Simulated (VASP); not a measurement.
Here is the system:

```
Li2Se
1.0
    0.00000     2.95539     2.95539
    2.95539     0.00000     2.95539
    2.95539     2.95539     0.00000
Li Se
2 1
Direct
  0.25000   0.25000   0.25000
  0.75000   0.75000   0.75000
  0.00000   0.00000   0.00000
```

All values below come from MS2 meta-GGA, VASP's PBE PAW potentials (set 64) (plane waves; VASP). Run with 520 eV cut-off, 6×6×6 Γ-centred mesh, Gaussian smearing of 0.050 eV, potentials Li_sv Se.

Q: What does the run give for the energy per atom (σ→0), band gap (on the k-mesh) with the smallest direct gap where there is one?

A: 
```
Property                                      Value
-----------------------------------  --------------
band gap (on the k-mesh)                    3.40 eV
smallest direct gap (on the k-mesh)         4.30 eV
energy per atom (σ→0)                -4.654 eV/atom
```

The absolute energy has meaning only against runs of the same code, potentials and settings.

The compound is Li2Se in the antifluorite structure. It was relaxed first. The start is the result of an earlier pass.
